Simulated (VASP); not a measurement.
A VASP calculation is set up with these files.

POSCAR:
```
Ca3MgO4
1
    0.0000000000     2.3218274748     2.3218274748
    2.3218274748     0.0000000000     2.3218274748
    9.2913803550     9.2913803550    -0.0040704559
Mg O Ca
1 4 3
Direct
  1.0000000000   1.0000000000   0.0000000000
  0.5216031167   0.5216031167   0.1087976625
  0.5073513985   0.5073513985   0.3694864511
  0.4926486015   0.4926486015   0.6305135489
  0.4783968833   0.4783968833   0.8912023375
  0.0149011641   0.0149011641   0.2388241270
  1.0000000000   1.0000000000   0.5000000000
  0.9850988359   0.9850988359   0.7611758730
```

### INCAR
```
SYSTEM = Ca3MgO4
PREC = Accurate
ENCUT = 520
EDIFF = 1E-7
NELM = 100
ALGO = Normal
LREAL = .FALSE.
LASPH = .TRUE.
ISMEAR = -5
GGA = PS
LWAVE = .FALSE.
LCHARG = .TRUE.
LORBIT = 11
NEDOS = 601
ISIF = 2
```

KPOINTS:
```
Automatic mesh
0
Gamma
9 9 3
0 0 0
```

POTCAR, in this order: Mg O Ca_sv (PBE.64 set). Program: vasp_std.

Problem. Write an equivalent input for Ansatz.

Solution. One equivalent input (not run):
Ansatz 0.2 input:
```yaml
crystal:
  lattice:
    - [0.0000000, 2.3218275, 2.3218275]
    - [2.3218275, 0.0000000, 2.3218275]
    - [9.2913804, 9.2913804, -0.0040705]
  atoms:
    - { symbol: Mg, position: [1.0000000, 1.0000000, 0.0000000] }
    - { symbol: O, position: [0.5216031, 0.5216031, 0.1087977] }
    - { symbol: O, position: [0.5073514, 0.5073514, 0.3694865] }
    - { symbol: O, position: [0.4926486, 0.4926486, 0.6305135] }
    - { symbol: O, position: [0.4783969, 0.4783969, 0.8912023] }
    - { symbol: Ca, position: [0.0149012, 0.0149012, 0.2388241] }
    - { symbol: Ca, position: [1.0000000, 1.0000000, 0.5000000] }
    - { symbol: Ca, position: [0.9850988, 0.9850988, 0.7611759] }
kpoints:
  mp_grid: { grid: [9, 9, 3] }
hamiltonian:
  xc: pbesol
  pseudopotentials: { kind: paw }
scf:
  occupations: { method: tetrahedron }
  max_iter: 100
output: { forces: true, stress: true, eigenvalues: true }
```
Limits of the translation: each code has its own PAW files, so the cut-off isn't converted (ENCUT is set for VASP's; basis.ecutwfc is left out, and Ansatz then takes the one that its files recommend); Ansatz stops its SCF on the density residual and VASP on the energy change (EDIFF).

The structure was generated: Ca3MgO4 was put into an ordered model structure (R-3m), which need not be its known phase. It was relaxed first.
